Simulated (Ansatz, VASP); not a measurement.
# Cross-check of CO2 between VASP and Ansatz, part 2 of 2

Aim: how closely do two programs agree when they are given the same cell, functional and k mesh? The cell is taken from a series of runs on this material, whose earlier steps may have relaxed, scaled, displaced or heated it; both programs get it as it stands.

VASP 6.6.1 and Ansatz 0.2.0.

So far: Starting point; VASP: G0W0 gap, PBE0 form with 20 % exact exchange with an exact-exchange share of 0.2.

### 3. Ansatz: G0W0 gap, PBE0 form with 20 % exact exchange with an exact-exchange share of 0.2

Level of this step: Ansatz beside VASP: Kohn-Sham DFT, plane waves, PBE0 form with 20 % exact exchange (Ansatz).

Ansatz runs on its PAW soft_1 files.

The same cell, functional and mesh now go to Ansatz, which takes its cutoff from its data sets.

input.yaml

```yaml
crystal:
  lattice:
    - [5.49707328, 0.0, 0.0]
    - [0.0, 5.49707328, 0.0]
    - [0.0, 0.0, 5.49707328]
  atoms:
    - { symbol: C, position: [0.0, 0.0, 0.0] }
    - { symbol: C, position: [0.5, 0.0, 0.5] }
    - { symbol: C, position: [0.5, 0.5, 0.0] }
    - { symbol: C, position: [0.0, 0.5, 0.5] }
    - { symbol: O, position: [0.12253698, 0.12253698, 0.12253698] }
    - { symbol: O, position: [0.37746302, 0.87746302, 0.62253698] }
    - { symbol: O, position: [0.62253698, 0.37746302, 0.87746302] }
    - { symbol: O, position: [0.87746302, 0.62253698, 0.37746302] }
    - { symbol: O, position: [0.87746302, 0.87746302, 0.87746302] }
    - { symbol: O, position: [0.62253698, 0.12253698, 0.37746302] }
    - { symbol: O, position: [0.37746302, 0.62253698, 0.12253698] }
    - { symbol: O, position: [0.12253698, 0.37746302, 0.62253698] }
kpoints:
  mp_grid: { grid: [2, 2, 2] }
hamiltonian:
  xc: { exchange: pbe, correlation: pbe, exx: { coeff: 0.2 } }
  pseudopotentials: { kind: paw, azcp: { folder: soft_1 } }
scf:
  occupations: { method: fixed }
gw:
  n_empty_bands: 692
  ecut_chi: 150.0
  qp_bands: [v4, c4]
  qp_kpoints: band_edges
  screening: { model: contour_deformation }
```

Run with:

```console
$ ansatz run input.yaml --threads 2 --pin off --max-ram 73728MiB --backend cuda --events-out ev --progress --plain --runs-dir out --devices 1 --max-vram 13GiB
```

Numbers of over 12 decimals in the logs are rounded to 6 here.

The log of the run:

```text
GPUs: using 1 of 1 available (devices: 1).
Engine: ansatz 0.2.0, x86_64-unknown-linux-gnu
Pseudopotentials: kind: paw
Pseudopotential: C, paw, valence charge 4, recommended cutoff 420 eV (normal), soft_1/C.paw.azcp
Pseudopotential: O, paw, valence charge 6, recommended cutoff 420 eV (normal), soft_1/O.paw.azcp
Functional definition: unnamed
  parameter a_1 = 0.2
  exchange = (1 - a_1)*pbe_x + a_1*exact_x
  correlation = pbe_c
davidson cushion auto → on  (no smearing: the cushion is to keep the highest requested band from converging to the state above it; pin scf.eigensolver.cushion to override)
device memory: the entry about to start is reckoned to put 1.7 GiB on a device that reports 41.1 GiB free (of which the cap on the GPU budget leaves the run 13.0 GiB)
GPU FFT provider: cuFFT
GPU libraries: cuBLAS 13.8.2, cuFFT 12.4.0, cuSOLVER 12.3.4
Crystal: 12 atoms, lattice volume = 166.110 Å³
Basis set: ecut = 420 eV, 3239 PW (Γ)
Bands: 44, of which v1, the nominal top of the filled ones, is band 32 counted from 1 (31 counted from 0)
Symmetry: 24 space group operations
Space group: Pa-3 (ITA 205), of the structure as read, at distance tolerance 5.5e-5 Å
k-points: 4 of 8
Non-local potential: C, projectors of the file, l = 0: 2, l = 1: 2, l = 2: 1
Non-local potential: O, projectors of the file, l = 0: 2, l = 1: 2, l = 2: 1
PAW form: soft (Blöchl's): semilocal exchange-correlation on the pseudo side does not see the compensation charge
PAW frozen core: C, regenerated for the run's functional, and the local potential with it (the file was generated under x = pbe(κ = 0.804, μ = 0.219515), c = pbe(β = 0.066725))
PAW frozen core: O, regenerated for the run's functional, and the local potential with it (the file was generated under x = pbe(κ = 0.804, μ = 0.219515), c = pbe(β = 0.066725))
PAW one-centre angular grid: C, 110 points (default); XC on 64 Gauss nodes
PAW one-centre angular grid: O, 110 points (default); XC on 64 Gauss nodes
Initial density: superposition of atomic densities (chi_scale 0.1, normalization cell, long waves kept (reshape's long-wave potential 0.02 eV rms))
Initial wavefunctions: pseudopotential atomic-orbital guess
GPU buffer pool allocated for 64000 grid points (all kernels)
GPU transforms: local potential and band sums: pruned to the plane-wave sphere, on 40×40×40
Functional: x = pbe(κ = 0.804, μ = 0.219515), c = pbe(β = 0.066725), warm-up for x = 0.8 pbe(κ = 0.804, μ = 0.219515) + 0.2 exact, c = pbe(β = 0.066725)
SCF iter   1: F=—  HF=-5542.948722 eV  |F-HF|=—  |Δ(HF+E_count)|=         —  Δρ=9.98e-2  dr2=1.20e1  ethr=1.00e-1  ⟨swp⟩=4.0  Hψ=596  notcnv=0
preconditioner: auto → none  [insulator: Δε(μ)=7.890 eV  Ē_g=16.629 eV  n_scr=32 (ndim 8)  ℏωp=23.0 eV  f_vac=0.064]
SCF iter   2: F=—  HF=-5539.967772 eV  |F-HF|=—  |Δ(HF+E_count)|=    2.98e0  Δρ=4.99e-2  dr2=2.04e0  ethr=1.87e-2  ⟨swp⟩=3.2  Hψ=492  notcnv=0
SCF iter   3: F=—  HF=-5539.562783 eV  |F-HF|=—  |Δ(HF+E_count)|=   4.05e-1  Δρ=1.99e-2  dr2=3.90e-1  ethr=3.19e-3  ⟨swp⟩=3.0  Hψ=430  notcnv=0
SCF iter   4: F=—  HF=-5539.536109 eV  |F-HF|=—  |Δ(HF+E_count)|=   2.67e-2  Δρ=8.84e-3  dr2=7.25e-2  ethr=6.10e-4  ⟨swp⟩=2.0  Hψ=388  notcnv=0
iter 5 solved again at ethr=6.37e-6 eV; its pass at ethr=1.13e-4 eV (dr2=4.08e-3 eV) is discarded
SCF iter   5: F=-5539.528975 eV  HF=-5539.530946 eV  |F-HF|=1.97e-3  |Δ(HF+E_count)|=   5.16e-3  Δρ=1.81e-3  dr2=3.96e-3  ethr=6.37e-6  ⟨swp⟩=3.5  Hψ=819  notcnv=0
SCF 1 stopped early in 5 iterations: F = -5539.528975 eV  dr2 = 3.96e-3
  greatest PAW one-centre occupation: 0.883 electrons in one spin orbital (limit 2), on the O atom at site 5 (counted from 0), in its partial waves of l = 0
device memory: the entry about to start is reckoned to put 2.4 GiB on a device that reports 45.3 GiB free (of which the cap on the GPU budget leaves the run 13.0 GiB)
GPU FFT provider: cuFFT
GPU libraries: cuBLAS 13.8.2, cuFFT 12.4.0, cuSOLVER 12.3.4
Initial density: handed on by an earlier stage of this run
Initial wavefunctions: those handed on with the density
GPU buffer pool allocated for 64000 grid points (all kernels)
GPU transforms: local potential and band sums: pruned to the plane-wave sphere, on 40×40×40
Functional: x = 0.8 pbe(κ = 0.804, μ = 0.219515) + 0.2 exact, c = pbe(β = 0.066725)
Exchange kernel: α = 0.2000, full range, Wigner–Seitz truncation, v(0) = 4142.5324 eV·Å³, q-mesh 2×2×2, nearest image of the exchange supercell L = 10.99 Å, pair-density grid 30×30×30, without the augmentation charges, whose exchange is taken in its separable form by FFT convolution over the k-point mesh (sized by the pseudopotential files, 40×40×40 at the most), smooth part of the exact exchange by density-matrix convolution in up to 845.6 MiB of GPU memory as planned if the GPU has room (build and FFT work areas not counted)
Frozen-core exchange: fock
[...]
SCF iter   5: F=-5538.178164 eV  HF=-5538.178172 eV  |F-HF|=8.37e-6  |Δ(HF+E_count)|=   2.16e-4  Δρ=9.36e-5  dr2=1.32e-5  ethr=2.59e-8  ⟨swp⟩=4.5  Hψ=675  notcnv=0
SCF 2 stopped early in 5 iterations: F = -5538.178164 eV  dr2 = 1.32e-5
  greatest PAW one-centre occupation: 0.885 electrons in one spin orbital (limit 2), on the O atom at site 11 (counted from 0), in its partial waves of l = 0
hybrid outer 1: dexx = +1.910e-2 eV, tail = 6.02e-5 eV
GPU FFT provider: cuFFT
[...]
SCF iter   5: F=-5538.178420 eV  HF=-5538.178420 eV  |F-HF|=1.67e-8  |Δ(HF+E_count)|=   2.64e-8  Δρ=4.56e-6  dr2=1.97e-8  ethr=1.01e-10  ⟨swp⟩=2.0  Hψ=388  notcnv=0
SCF 3 converged in 5 iterations: F = -5538.178420 eV  dr2 = 1.97e-8
hybrid outer 2: dexx = +5.582e-7 eV, tail = 5.32e-8 eV, Δε = 9.66e-4 eV (about 4.08e-5 eV left of the loop's levels)
device memory: the entry about to start is reckoned to put 4.0 GiB on a device that reports 44.6 GiB free (of which the cap on the GPU budget leaves the run 13.0 GiB)
NSCF: frozen V_eff on 4 k-points
Exchange-term sweep: 0 of 4 (spin, k) points
Exchange-term sweep: 1 of 4 (spin, k) points
Exchange-term sweep: 2 of 4 (spin, k) points
Exchange-term sweep: 3 of 4 (spin, k) points
Exchange-term sweep: 4 of 4 (spin, k) points
G₀W₀ screening: q 1/4
[... further progress lines ...]
hybrid SCF converged: 2 outer / 10 inner (+5 warm-up), last move |dexx| = 5.58e-7 eV, tail = 5.32e-8 eV
Stability not checked: this state was not tested for a lower state beside it, because the functional holds exact exchange (a hybrid, or Hartree-Fock), whose exchange loop this test does not read (fock_operator; see scf.lower_state_search)
Free energy (F): -5538.178420 eV
Frozen-core exchange: fock
Harris-Foulkes:  -5538.178420 eV  (|F-HF|=1.67e-8)
Internal energy: -5538.178420 eV  (E = F + TS)
E sigma→0 (E₀):  -5538.178420 eV
Fermi energy:    -2.965713 eV
--- Per-component energies (eV) ---
  E_band       = -686.836040
  E_kinetic    = 1684.526389
  E_local      = -4589.856474  (includes V_loc(G=0)·N_el)
  E_nonlocal   = 511.028540
  E_hartree    = 1572.864651
  E_xc         = -609.261025
  E_vxc        = -768.668481  (∫ρ·V_xc dr)
  E_exx        = -171.625134  (= α·E_x^exact, valence–valence)
  E_paw        = -1665.968180  (= ΣΔE_a)
  E_vpaw       = -326.357170  (= ΣTr[D̂ρ^β])
  E_aug_tail   = 0.006121  (compensation charges beyond the density's cutoff)
  E_ewald      = -2269.675893
  E_core_change = -0.217415  (= ΣΔE_core)
  E_smearing   = -0.000000  (= −TS)
  E_closure    = -0.000000  (closes the sum)
  Σ components = -5538.178420   (vs F -5538.178420, Δ=-9.09e-13)
--- Band table (eV) ---
  k-point 0: bands = [... 28 lower, -3.2055, -3.2055, -2.9657, -2.9657, 5.9308, 7.2336, 7.2336, 7.2336, ... 4 higher]
  k-point 1: bands = [... 28 lower, -3.3298, -3.3298, -3.0538, -3.0538, 7.1558, 7.1558, 7.4118, 7.4118, ... 4 higher]
  k-point 2: bands = [... 28 lower, -3.2970, -3.2970, -3.2970, -3.2970, 7.1484, 7.1484, 7.1484, 7.1484, ... 4 higher]
  k-point 3: bands = [... 28 lower, -3.3479, -3.3479, -3.3479, -3.3479, 7.1525, 7.1525, 7.1525, 7.1525, ... 4 higher]
  guard bands above this table: 4 of the run's 44 bands. The solve was not asked for them (output.publish_guard_bands: true or output.eigenvalues: true publishes all)
--- G₀W₀: contour deformation, 5 samples at zero and on the imaginary axis and 0 off it, 8 q-points, 692 empty bands' worth ---
  eigenvalues of the whole cell's RPA ε∞ on this k-mesh (on a slab, of 1 + 4πα/V) = 1.8122, 1.8122, 1.8122; static W/v taken at q = 0 is 0.551812
  bands read: the sum over 724 bands ends inside a degenerate multiplet in 1 slot, whose members it reads at an even weight; the widest, k=0: bands 724 to 726 (counted from 1) at 1/3 each
  gw.qp_kpoints: band_edges: 4 of 4 stored k-points solved, in 1 pass; an edge of the gap read off the rows below is read off those points alone
    ik  band        ε_KS         Σx   Σc(E_QP)       V_xc       Z   E_QP_lin       E_QP  E_QP is
     0    29     -3.2055   -25.8911     2.7855   -21.7014  0.8430    -4.6197    -4.6098  root
     0    30     -3.2055   -25.8911     2.7855   -21.7014  0.8430    -4.6197    -4.6098  root
     0    31     -2.9657   -26.2263     2.7678   -22.0954  0.8427    -4.3380    -4.3288  root
     0    32     -2.9657   -26.2263     2.7678   -22.0954  0.8427    -4.3380    -4.3288  root
     0    33      5.9308    -6.1235    -3.0283   -10.1388  0.8978     6.9211     6.9177  root
     0    34      7.2336   -10.5808    -3.0986   -15.8719  0.8658     9.4449     9.4261  root
     0    35      7.2336   -10.5808    -3.0986   -15.8719  0.8658     9.4449     9.4261  root
     0    36      7.2336   -10.5808    -3.0986   -15.8719  0.8658     9.4449     9.4261  root
     1    29     -3.3298   -25.7549     2.8016   -21.5306  0.8430    -4.7629    -4.7525  root
     1    30     -3.3298   -25.7549     2.8016   -21.5306  0.8430    -4.7629    -4.7525  root
     1    31     -3.0538   -26.1299     2.7774   -21.9767  0.8427    -4.4389    -4.4295  root
     1    32     -3.0538   -26.1299     2.7774   -21.9767  0.8427    -4.4389    -4.4295  root
     1    33      7.1558    -9.8729    -3.1416   -15.0912  0.8696     9.2491     9.2325  root
     1    34      7.1558    -9.8729    -3.1416   -15.0912  0.8696     9.2491     9.2325  root
     1    35      7.4118    -8.8092    -3.2512   -13.9081  0.8750     9.2729     9.2595  root
     1    36      7.4118    -8.8092    -3.2512   -13.9081  0.8750     9.2729     9.2595  root
     2    29     -3.2970   -25.8003     2.8013   -21.5831  0.8429    -4.7231    -4.7129  root
     2    30     -3.2970   -25.8003     2.8013   -21.5831  0.8429    -4.7231    -4.7129  root
     2    31     -3.2970   -25.8003     2.8013   -21.5831  0.8429    -4.7231    -4.7129  root
     2    32     -3.2970   -25.8003     2.8013   -21.5831  0.8429    -4.7231    -4.7129  root
     2    33      7.1484    -9.7186    -3.1332   -14.8851  0.8708     9.1976     9.1818  root
     2    34      7.1484    -9.7186    -3.1332   -14.8851  0.8708     9.1976     9.1818  root
     2    35      7.1484    -9.7186    -3.1332   -14.8851  0.8708     9.1976     9.1818  root
     2    36      7.1484    -9.7186    -3.1332   -14.8851  0.8708     9.1976     9.1818  root
     3    29     -3.3479   -25.6394     2.7914   -21.4184  0.8434    -4.7880    -4.7775  root
     3    30     -3.3479   -25.6394     2.7914   -21.4184  0.8434    -4.7880    -4.7775  root
     3    31     -3.3479   -25.6394     2.7914   -21.4184  0.8434    -4.7880    -4.7775  root
     3    32     -3.3479   -25.6394     2.7914   -21.4184  0.8434    -4.7880    -4.7775  root
     3    33      7.1525   -10.4685    -3.0854   -15.7280  0.8665     9.3448     9.3266  root
     3    34      7.1525   -10.4685    -3.0854   -15.7280  0.8665     9.3448     9.3266  root
     3    35      7.1525   -10.4685    -3.0854   -15.7280  0.8665     9.3448     9.3266  root
     3    36      7.1525   -10.4685    -3.0854   -15.7280  0.8665     9.3448     9.3266  root
```

### 4. Differences

Known differences besides the potentials themselves: exact exchange at q = 0 is treated differently, which shows on coarse meshes; VASP keeps PBE cores, Ansatz makes them for the functional; fixed occupations in Ansatz, narrow Gaussian smearing in VASP; the cutoff is 420 eV in Ansatz and 440 eV in VASP; Ansatz integrates over frequency by contour deformation, VASP on a grid of NOMEGA points; Ansatz's G0W0 levels solve the quasiparticle equation, VASP's are linearised. Total energies have different zeros and are not compared.

Both answers:

| quantity | Ansatz | VASP | difference |
| --- | --- | --- | --- |
| G0W0 gap on the mesh (eV) | 11.25 | 11.23 | +0.02 |
| Kohn-Sham gap under it (eV) | 8.90 | 8.90 | 0.00 |

### 5. Results

```json
{
  "difference in G0W0 gap on the mesh (G0W0 gap, PBE0 form with 20 % exact exchange with an exact-exchange share of 0.2)": "0.017 eV"
}
```

What this shows: The difference in G0W0 gap on the mesh is 0.017 eV (G0W0 gap, PBE0 form with 20 % exact exchange with an exact-exchange share of 0.2). How closely two codes agree says nothing of how well the functional describes the real material.

[Lines on the potential files, build, host, timing and source positions are cut from VASP's logs without a mark.]

[Logs are printed without paths, hosts, clocks, repeated set-up lines and the standing remarks that a program may print on its own settings, such as how far it seeks lower states.]

[Hosts, paths, dates, database ids (printed as entryN), source tags and the programs' standing remarks are cut or masked in the printed files.]
